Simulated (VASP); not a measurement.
Bi:

```
CELL_PARAMETERS angstrom
2.26750 1.30914 3.93800
-2.26750 1.30914 3.93800
0.00000 -2.61828 3.93800
ATOMIC_POSITIONS crystal
Bi 0.23400 0.23400 0.23400
Bi 0.76600 0.76600 0.76600
```

```yaml
Program: VASP 6.6.1
Task: relaxation of cell and atoms
Functional: PBE
Potentials_or_basis: VASP PAW PBE potentials, release 64 (Bi_d)
Cutoff: 600 eV
k_mesh: 12 × 12 × 10
Occupations: methfessel-paxton, width 0.1 eV
Spin: no spin polarisation
```

At the start: pressure 2.2 GPa; volume 35.07 Å³/atom.

Q: Where does the relaxation end?

A: Over 10 steps the energy falls by 11.7 meV/atom and the volume is 36.86 Å³/atom (+5.1 %); space group R-3m (No. 166, to 0.05 Å).

Step by step:
```tsv
step	energy change (eV)	largest force (eV/Å)	pressure (GPa)	volume (Å³)
1	0.0000	0.2279	2.21	70.14
2	-0.0143	0.1535	-1.14	75.17
3	-0.0220	0.0185	0.01	73.23
4	-0.0220	0.0252	-0.03	73.29
5	-0.0224	0.0274	-0.02	73.34
6	-0.0230	0.0373	-0.04	73.50
7	-0.0231	0.0408	-0.02	73.55
8	-0.0232	0.0100	0.06	73.49
9	-0.0232	0.0051	0.09	73.48
10	-0.0233	0.0003	0.00	73.73
```

Final structure:
```yaml
crystal:
  lattice:
    - [2.29011, 1.32220, 4.05810]
    - [-2.29011, 1.32220, 4.05810]
    - [0.00000, -2.64439, 4.05810]
  atoms:
    - { symbol: Bi, position: [0.23369, 0.23369, 0.23369] }
    - { symbol: Bi, position: [0.76631, 0.76631, 0.76631] }
```
